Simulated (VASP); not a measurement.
# BaP (P6_3mc) in VASP: a series of runs

The runs below take BaP through single point, with PBE.

Program: VASP 6.6.1. These are calculated values, not measurements. Logs are shortened: lines on timing, memory, paths and dates and some standing lists are left out, and cuts for length are marked.

### Step 1. The structure

Symmetry: P6_3mc, No. 186, hexagonal system. Conventional cell: a = 4.189 Å, b = 4.189 Å, c = 6.802 Å, α = 90.00°, β = 90.00°, γ = 120.00°. Ba (site symmetry 3m) has 4 P at 2.56 to 2.57 Å as nearest neighbours. Around P (site symmetry 3m) lie 4 Ba at 2.56 to 2.57 Å.

The cell was built by a generator and needn't be a form met in nature.

### Step 2. Single point, PBE

Contents of INCAR:

```
SYSTEM = BaP
PREC     = Accurate       ! precision mode
ENCUT    = 520            ! plane-wave cutoff, eV
EDIFF    = 1E-7           ! SCF threshold, eV
ISMEAR   = 1              ! smearing method
SIGMA    = 0.0271         ! smearing width, eV
LREAL    = .False.        ! projectors in reciprocal space
LASPH    = .True.         ! aspherical terms in the spheres
NELM     = 80             ! most SCF steps
ALGO     = Normal         ! electronic algorithm
ISIF     = 2              ! what is computed and relaxed
LWAVE    = .False.        ! write WAVECAR
LCHARG   = .False.        ! write CHGCAR
GGA      = PE             ! functional
NBANDS   = 23             ! bands
```

Contents of KPOINTS:

```
regular mesh
0
Gamma
  5 5 3
  0 0 0
```

Contents of POSCAR:

```
BaP
1.0
    4.1886420000      0.0000000000      0.0000000000
   -2.0943210000      3.6274720000      0.0000000000
    0.0000000000      0.0000000000      6.8020140000
Ba P
2 2
Direct
    0.3333300000      0.6666700000      0.0000000000
    0.6666600000      0.3333300000      0.5000000000
    0.3333300000      0.6666700000      0.3775000000
    0.6666600000      0.3333300000      0.8775000000
```

Potentials or basis: VASP PAW PBE potentials, release 64 (Ba_sv, P).

On the command line:

```sh
cat potpaw_PBE.64/Ba_sv/POTCAR potpaw_PBE.64/P/POTCAR > POTCAR
mpirun -np 1 vasp_std > vasp.out
```

OUTCAR:

```text
SYSTEM = BaP
   PREC = Accurate
   ENCUT = 520
   EDIFF = 1E-7
   ISMEAR = 1
   LREAL = .False.
   LASPH = .True.
   NELM = 80
   ISIF = 2
   GGA = PE

 ion  position               nearest neighbor table
   1  0.333  0.667  0.000-   4 2.56   4 2.56   4 2.56   3 2.57   2 4.17   2 4.17   2 4.17   2 4.17
                             2 4.17   2 4.17
   2  0.667  0.333  0.500-   3 2.56   3 2.56   3 2.56   4 2.57   1 4.17   1 4.17   1 4.17   1 4.17
                             1 4.17   1 4.17
   3  0.333  0.667  0.377-   2 2.56   2 2.56   2 2.56   1 2.57
   4  0.667  0.333  0.877-   1 2.56   1 2.56   1 2.56   2 2.57

  LATTYP: Found a hexagonal cell.
 ALAT       =     4.1886420000
 C/A-ratio  =     1.6239186830

  Lattice vectors:

 A1 = (   4.1886420000,   0.0000000000,   0.0000000000)
 A2 = (  -2.0943210000,   3.6274720000,   0.0000000000)
 A3 = (   0.0000000000,   0.0000000000,   6.8020140000)

Analysis of symmetry for initial positions (statically):
=====================================================================
 Subroutine PRICEL returns:
 Original cell was already a primitive cell.

 Routine SETGRP: Setting up the symmetry group for a
 hexagonal supercell.

 Subroutine GETGRP returns: Found  4 space group operations
 (whereof  1 operations were pure point group operations)
 out of a pool of 24 trial point group operations.

The static configuration has the point symmetry C_1 .
 The point group associated with its full space group is C_2v.

Analysis of symmetry for dynamics (positions and initial velocities):
=====================================================================
 Subroutine PRICEL returns:
 Original cell was already a primitive cell.

 Routine SETGRP: Setting up the symmetry group for a
 hexagonal supercell.

 Subroutine GETGRP returns: Found  4 space group operations
 (whereof  1 operations were pure point group operations)
 out of a pool of 24 trial point group operations.

The dynamic configuration has the point symmetry C_1 .
 The point group associated with its full space group is C_2v.

 Subroutine INISYM returns: Found  4 space group operations
 (whereof  1 operations are pure point group operations),
 and found     1 'primitive' translations

----------------------------------------------------------------------------------------

                                     Primitive cell

  volume of cell :     103.3510

  direct lattice vectors                    reciprocal lattice vectors
     4.188642000  0.000000000  0.000000000     0.238740862  0.137837039  0.000000000
    -2.094321000  3.627472000  0.000000000     0.000000000  0.275674078  0.000000000
     0.000000000  0.000000000  6.802014000     0.000000000  0.000000000  0.147015281

  length of vectors
     4.188642000  4.188643404  6.802014000     0.275674171  0.275674078  0.147015281

  position of ions in fractional coordinates (direct lattice)
     0.333330000  0.666670000  0.000000000
     0.666660000  0.333330000  0.500000000
     0.333330000  0.666670000  0.377500000
     0.666660000  0.333330000  0.877500000

  ion indices of the primitive-cell ions
   primitive index   ion index
                 1           1
                 2           2
                 3           3
                 4           4

----------------------------------------------------------------------------------------

 KPOINTS: regular mesh

Automatic generation of k-mesh.
 Grid dimensions read from file:
 generate k-points for:    5    5    3

 Generating k-lattice:

  Cartesian coordinates                     Fractional coordinates (reciprocal lattice)
     0.047748172  0.027567408  0.000000000     0.200000000 -0.000000000  0.000000000
     0.000000000  0.055134816  0.000000000     0.000000000  0.200000000  0.000000000
     0.000000000  0.000000000  0.049005094     0.000000000  0.000000000  0.333333333

  Length of vectors
     0.055134834  0.055134816  0.049005094

  Shift w.r.t. Gamma in fractional coordinates (k-lattice)
     0.000000000  0.000000000  0.000000000

 Subroutine IBZKPT returns following result:
 ===========================================

 Found     18 irreducible k-points:

 Following reciprocal coordinates:
            Coordinates               Weight
  0.000000  0.000000  0.000000      1.000000
  0.200000  0.000000  0.000000      4.000000
  0.000000  0.200000  0.000000      2.000000
  0.400000  0.000000  0.000000      4.000000
  0.000000  0.400000  0.000000      2.000000
  0.200000  0.200000  0.000000      4.000000
[... 10 lines left out ...]
  0.400000  0.200000  0.333333      8.000000
 -0.200000 -0.400000  0.333333      4.000000
   k-points           NKPTS =     18   k-points in BZ     NKDIM =     18   number of bands    NBANDS=     23
   number of dos      NEDOS =    301   number of ions     NIONS =      4
   total plane-waves  NPLWV =  55296
   dimension x,y,z NGX =    32 NGY =   32 NGZ =   54
   dimension x,y,z NGXF=    64 NGYF=   64 NGZF=  108
   ions per type =               2   2
   NGX,Y,Z   is equivalent  to a cutoff of  12.70, 12.70, 13.20 a.u.
   NGXF,Y,Z  is equivalent  to a cutoff of  25.40, 25.40, 26.40 a.u.
 SYSTEM =  BaP
   PREC   = accura    normal or accurate (medium, high low for compatibility)
   ISTART =      0    job   : 0-new  1-cont  2-samecut
   ICHARG =      2    charge: 1-file 2-atom 10-const
   ISPIN  =      1    spin polarized calculation?
   LNONCOLLINEAR =      F non collinear calculations
   LSORBIT =      F    spin-orbit coupling
   LASPH  =      T    aspherical Exc in radial PAW
   ENCUT  =  520.0 eV  38.22 Ry    6.18 a.u.   7.79  7.79 12.65*2*pi/ulx,y,z
   NELM   =     80;   NELMIN=  2; NELMDL= -5     # of ELM steps
   EDIFF  = 0.1E-06   stopping-criterion for ELM
   LREAL  =      F    real-space projection
   EDIFFG = 0.1E-05   stopping-criterion for IOM
   NSW    =      0    number of steps for IOM
   IBRION =     -1    ionic relax: 0-MD 1-quasi-New 2-CG
   NFREE  =      0    steps in history (QN), initial steepest desc. (CG)
   ISIF   =      2    stress and relaxation
   ISYM   =      2    0-nonsym 1-usesym 2-fastsym
   POTIM  = 0.5000    time-step for ionic-motion
   TEBEG  =    0.0;   TEEND  =   0.0 temperature during run
   PSTRESS=    0.0 pullay stress
   NELECT =      30.0000    total number of electrons
   NUPDOWN=      -1.0000    fix difference up-down
   EMIN   =  10.00;   EMAX   =-10.00  energy-range for DOS
   EFERMI =   0.00;   METHOD = LEGACY
   ISMEAR =     1;   SIGMA  =   0.03  broadening in eV -4-tet -1-fermi 0-gaus
   EFERMI_NEDOS =   21; number of points for ismear=-14 and -15
   IALGO  =     38    algorithm
   IMIX   =      4    mixing-type and parameters
     AMIX     =   0.40;   BMIX     =  1.00
     AMIX_MAG =   1.60;   BMIX_MAG =  1.00
  volume/ion in A,a.u.               =      25.84       174.36
  Fermi-wavevector in a.u.,A,eV,Ry     =   1.083953  2.048373 15.986210  1.174953
  Thomas-Fermi vector in A             =   2.220031
   LORBIT       =      0    0 simple, 1 ext, 2 COOP (PROOUT), +10 PAW based schemes
   GGA     = PE    functional components
   LHFCALC =     F    Hartree Fock is set to
   AEXX    =    0.0000 exact exchange contribution
   IVDW    =     0    specifies the selected vdW correction
   LEPSILON=     F    determine dielectric tensor
   LRPA    =     F    only Hartree local field effects (RPA)
 non-spin polarized calculation
 Methfessel and Paxton  Order N= 1 SIGMA  =   0.03
  energy-cutoff  :      520.00
  volume of cell :      103.35
 maximum number of plane-waves:      2788
   NGX = 15   NGY = 15   NGZ = 25

 number of electron      29.9999998 magnetization

 Free energy of the ion-electron system (eV)
  ---------------------------------------------------
  ext. energy  EPLUGINS =         0.00000000
  ---------------------------------------------------
  free energy    TOTEN  =        -9.61910492 eV

  energy without entropy =       -9.61694525  energy(sigma->0) =       -9.61838503

 E-fermi :   3.7017     XC(G=0):  -9.5249

 val. band max:        3.6997119169   @ k =  -0.4000   0.2000   0.3333
 cond. band min:       3.8201811306   @ k =   0.4000   0.0000   0.3333
 fundamental gap:      0.1204692137
 Fermi energy:         3.7016929135

 k-point     1 :       0.0000    0.0000    0.0000
  band No.  band energies     occupation
      1     -22.7933      2.00000
      2     -22.6125      2.00000
      3     -10.0195      2.00000
      4      -8.2132      2.00000
      5      -8.2131      2.00000
      6      -7.9705      2.00000
[... 15 lines left out ...]
     22       8.8925      0.00000
     23       9.5110      0.00000

 k-point     2 :       0.2000    0.0000    0.0000
  band No.  band energies     occupation
      1     -22.7389      2.00000
      2     -22.5869      2.00000
      3      -9.9821      2.00000
      4      -8.8266      2.00000
      5      -8.6537      2.00000
      6      -8.3408      2.00000
[... 15 lines left out ...]
     22       9.8609      0.00000
     23      10.4576      0.00000

 k-point     3 :       0.0000    0.2000    0.0000
  band No.  band energies     occupation
      1     -22.7389      2.00000
      2     -22.5869      2.00000
      3      -9.9821      2.00000
      4      -8.8267      2.00000
      5      -8.6537      2.00000
      6      -8.3408      2.00000
[... 15 lines left out ...]
     22       9.8608      0.00000
     23      10.4576      0.00000
[... 339 lines left out ...]
 k-point    17 :       0.4000    0.2000    0.3333
  band No.  band energies     occupation
      1     -22.5854      2.00000
      2     -22.5665      2.00000
      3     -10.1300      2.00000
      4     -10.0411      2.00000
      5      -8.7705      2.00000
      6      -8.5596      2.00000
[... 15 lines left out ...]
     22       9.9263      0.00000
     23      10.5448      0.00000

 k-point    18 :      -0.2000   -0.4000    0.3333
  band No.  band energies     occupation
      1     -22.5854      2.00000
      2     -22.5665      2.00000
      3     -10.1300      2.00000
      4     -10.0411      2.00000
      5      -8.7705      2.00000
      6      -8.5596      2.00000
[... 15 lines left out ...]
     22       9.9263      0.00000
     23      10.5449      0.00000

------------------------ aborting loop because EDIFF is reached ----------------------------------------

  FORCE on cell =-STRESS in cart. coord.  units (eV):
  Direction    XX          YY          ZZ          XY          YZ          ZX
  --------------------------------------------------------------------------------------
  -------------------------------------------------------------------------------------
  Total       23.3919060     23.3930586     24.1398180      0.0000000      0.0000000      0.0000000
  in kB      362.6280205    362.6458877    374.2223667      0.0000000      0.0000000      0.0000000
  external PRESSURE =     366.4987583 kB  Pullay stress =       0.0000000 kB

 VOLUME and BASIS-vectors are now :
 -----------------------------------------------------------------------------
  energy-cutoff  :      520.00
  volume of cell :      103.35
      direct lattice vectors                 reciprocal lattice vectors
     4.188642000  0.000000000  0.000000000     0.238740862  0.137837039  0.000000000
    -2.094321000  3.627472000  0.000000000     0.000000000  0.275674078  0.000000000
     0.000000000  0.000000000  6.802014000     0.000000000  0.000000000  0.147015281

 POSITION                                       TOTAL-FORCE (eV/Angst)
 -----------------------------------------------------------------------------------
     -0.00002      2.41833      0.00000         0.000000     -0.000119     -0.123822
      2.09430      1.20915      3.40101        -0.000000      0.000119     -0.123822
     -0.00002      2.41833      2.56776        -0.000000     -0.000160      0.123822
      2.09430      1.20915      5.96877         0.000000      0.000160      0.123822
 -----------------------------------------------------------------------------------
    total drift:                                0.000000      0.000000     -0.000407

  FREE ENERGIE OF THE ION-ELECTRON SYSTEM (eV)
  ---------------------------------------------------
  free  energy   TOTEN  =        -9.6191049239 eV

  energy  without entropy=       -9.6169452501  energy(sigma->0) =       -9.61838503
```

Run time: 30 s. Hardware: 1 thread of AMD EPYC 9R45 (Zen 5), shared host; peak memory 0.2 GiB.

What came out:

* Free energy: -9.6191 eV
* Pressure: 36.6 GPa
* Largest force: 0.124 eV/Å
* Band gap on the k mesh: none (metal or under the smearing width)

Forces in eV/Å, atoms in the order of the input:
```
Ba   0.000  0.000 -0.124
Ba   0.000  0.000 -0.124
P    0.000  0.000  0.124
P    0.000  0.000  0.124
```

Levels at points of the mesh, in eV from the Fermi level:
```tsv
k point	band 13	band 14	band 15	band 16	band 17	band 18
(0.00, 0.00, 0.00)	-1.77	-1.10	-1.10	-0.07	2.92	2.92
```

Caveat: a pressure of tens of GPa on the cell as given is suspect, and the run, the potentials or the cell itself is likely at fault. The run has no spin-orbit coupling, so splittings on Ba are missing.

### Step 3. Single point, PBE

Contents of INCAR:

```
PREC = Accurate
ENCUT = 520
EDIFF = 1E-6
ISMEAR = 1
SIGMA = 0.0271
LREAL = F
LASPH = T
NELM = 80
ALGO = Normal
ISIF = 2
LWAVE = F
LCHARG = F
GGA = PE
NBANDS = 23
```

Contents of KPOINTS:

```
regular mesh
0
Gamma
  5 5 3
```

POSCAR is that of step 2.

Potentials or basis: VASP PAW PBE potentials, release 64 (Ba_sv, P).

On the command line:

```sh
cat potpaw_PBE.64/Ba_sv/POTCAR potpaw_PBE.64/P/POTCAR > POTCAR
mpirun -np 1 vasp_std > vasp.out
```

Run time: 28 s. Hardware: 1 thread of AMD EPYC 9R45 (Zen 5), shared host; peak memory 0.2 GiB.

The run converged. Its results:

```yaml
Free_energy: -9.6191 eV
Pressure: 36.7 GPa
Largest_force: 0.124 eV/Å
Band_gap_on_the_k_mesh: none (metal or under the smearing width)
```

Forces on the atoms (eV/Å):
```
Ba   0.000  0.000 -0.124
Ba   0.000  0.000 -0.124
P    0.000  0.000  0.124
P    0.000  0.000  0.124
```

Stress tensor (GPa, compression positive):
```
36.26  0.00  0.00
 0.00 36.27  0.00
 0.00  0.00 37.42
```

Levels at points of the mesh, in eV from the Fermi level:
| k point | band 12 | band 13 | band 14 | band 15 | band 16 | band 17 | band 18 | band 19 |
| --- | --- | --- | --- | --- | --- | --- | --- | --- |
| (0.00, 0.00, 0.00) | -1.96 | -1.77 | -1.10 | -1.10 | -0.07 | 2.92 | 2.92 | 3.23 |

Caveat: a pressure of tens of GPa on the cell as given is suspect, and the run, the potentials or the cell itself is likely at fault.

[end of part 1 of 2]
